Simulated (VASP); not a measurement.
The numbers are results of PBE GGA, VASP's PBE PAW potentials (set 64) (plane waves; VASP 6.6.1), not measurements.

The input files of a VASP run:

**KPOINTS**
```
Automatic mesh
0
Gamma
  16 16 12
0 0 0
```

### INCAR
```
SYSTEM = Sn
PREC = Normal
ENCUT = 400
EDIFF = 1E-5
NELM = 100
ALGO = Fast
LREAL = .FALSE.
LASPH = .TRUE.
ISMEAR = 1
SIGMA = 0.1
GGA = PE
LMAXMIX = 4
LWAVE = .FALSE.
LCHARG = .FALSE.
NELMIN = 4
IBRION = 2
ISIF = 2
NSW = 20
EDIFFG = -0.03
```

File POSCAR:
```
Sn
1
   -2.9643800282     2.9643800282     1.6132280989
    2.9643800282    -2.9643800282     1.6132280989
    2.9643800282     2.9643800282    -1.6132280989
Sn
2
Direct
  0.2500000000   0.7500000000   0.5000000000
  0.0000000000   0.0000000000   0.0000000000
```

POTCAR, in this order: Sn (PBE.64 set). Program: vasp_std.

The run wrote:

### OSZICAR
```
       N       E                     dE             d eps       ncg     rms          rms(c)
DAV:   1     0.100258710401E+02    0.10026E+02   -0.25516E+03 11328   0.603E+02
DAV:   2    -0.737439277669E+01   -0.17400E+02   -0.16950E+02 17872   0.677E+01
DAV:   3    -0.762580691199E+01   -0.25141E+00   -0.24675E+00 13472   0.106E+01
DAV:   4    -0.762656635121E+01   -0.75944E-03   -0.75930E-03 16696   0.616E-01
DAV:   5    -0.762656724410E+01   -0.89290E-06   -0.89248E-06 13208   0.143E-02    0.235E+00
RMM:   6    -0.760701948737E+01    0.19548E-01   -0.40428E-03 11328   0.554E-01    0.141E+00
RMM:   7    -0.759340990300E+01    0.13610E-01   -0.13735E-02 12088   0.103E+00    0.884E-02
RMM:   8    -0.759365920777E+01   -0.24930E-03   -0.10146E-03 11328   0.288E-01    0.192E-02
RMM:   9    -0.759367356631E+01   -0.14359E-04   -0.86301E-05 11123   0.896E-02    0.482E-03
RMM:  10    -0.759367702119E+01   -0.34549E-05   -0.14912E-05  8683   0.358E-02
   1 F= -.75936770E+01 E0= -.75936157E+01  d E =-.759368E+01
```

File OUTCAR:
```
------------------------ aborting loop because EDIFF is reached ----------------------------------------
  FORCE on cell =-STRESS in cart. coord.  units (eV):
  Direction    XX          YY          ZZ          XY          YZ          ZX
  --------------------------------------------------------------------------------------
  Total        0.0554496      0.0554496     -0.1218915      0.0000000      0.0000000      0.0000000
  in kB        1.5666978      1.5666978     -3.4439786      0.0000000      0.0000000      0.0000000
  external PRESSURE =      -0.1035277 kB  Pullay stress =       0.0000000 kB
  volume of cell :       56.71
      direct lattice vectors                 reciprocal lattice vectors
    -2.964380028  2.964380028  1.613228099     0.000000000  0.168669332  0.309937572
     2.964380028 -2.964380028  1.613228099     0.168669332  0.000000000  0.309937572
     2.964380028  2.964380028 -1.613228099     0.168669332  0.168669332  0.000000000
 POSITION                                       TOTAL-FORCE (eV/Angst)
 -----------------------------------------------------------------------------------
      2.96438      0.00000      0.80661        -0.000000      0.000000      0.000000
      0.00000      0.00000      0.00000         0.000000     -0.000000     -0.000000
 -----------------------------------------------------------------------------------
    total drift:                                0.000000      0.000000     -0.000000
  FREE ENERGIE OF THE ION-ELECTRON SYSTEM (eV)
  ---------------------------------------------------
  free  energy   TOTEN  =        -7.5936770212 eV

  energy  without entropy=       -7.5934929432  energy(sigma->0) =       -7.59361566

 reached required accuracy - stopping structural energy minimisation
```
(Selected blocks of OUTCAR.)

The compound is Sn in the beta structure. It was relaxed first.
